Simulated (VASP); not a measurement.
Given:

```
KBr
1.0
    0.00000     3.30804     3.30804
    3.30804     0.00000     3.30804
    3.30804     3.30804     0.00000
K Br
1 1
Direct
  0.00000   0.00000   0.00000
  0.50000   0.50000   0.50000
```

Method: PBE GGA with D4 dispersion, VASP's PBE PAW potentials (set 64) (plane waves; VASP). Numerical set-up: 520 eV cut-off, 7×7×7 Γ-centred mesh, Gaussian smearing of 0.050 eV, potentials K_sv Br.

Problem. What does the run give for the energy per atom (σ→0), band gap (on the k-mesh) with the smallest direct gap where there is one?

Solution. 
```yaml
band gap (on the k-mesh): 4.41 eV
smallest direct gap (on the k-mesh): 4.41 eV
energy per atom (σ→0): -3.229 eV/atom
```

Only differences to runs with the same potentials and settings are physical.

The compound is KBr in the rock salt structure. It was relaxed first.
